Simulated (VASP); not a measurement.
Input:

```yaml
crystal:
  lattice:
    - [0.00000, 2.36407, 2.36407]
    - [2.36407, 0.00000, 2.36407]
    - [2.36407, 2.36407, 0.00000]
  atoms:
    - { symbol: Zr, position: [0.00000, 0.00000, 0.00000] }
    - { symbol: C, position: [0.50000, 0.50000, 0.50000] }
```

The numbers are results of revPBE GGA, VASP's PBE PAW potentials (set 64) (plane waves; VASP), not measurements. Numerical set-up: 520 eV cut-off, Gaussian smearing of 0.050 eV, potentials Zr_sv C.

Question: Predict the band gap (along the path) with the smallest direct gap where there is one.

Answer: 
The band gap (along the path) is none (metal, semimetal or under 0.01 eV).

The compound is ZrC in the rock salt structure. It was relaxed first.
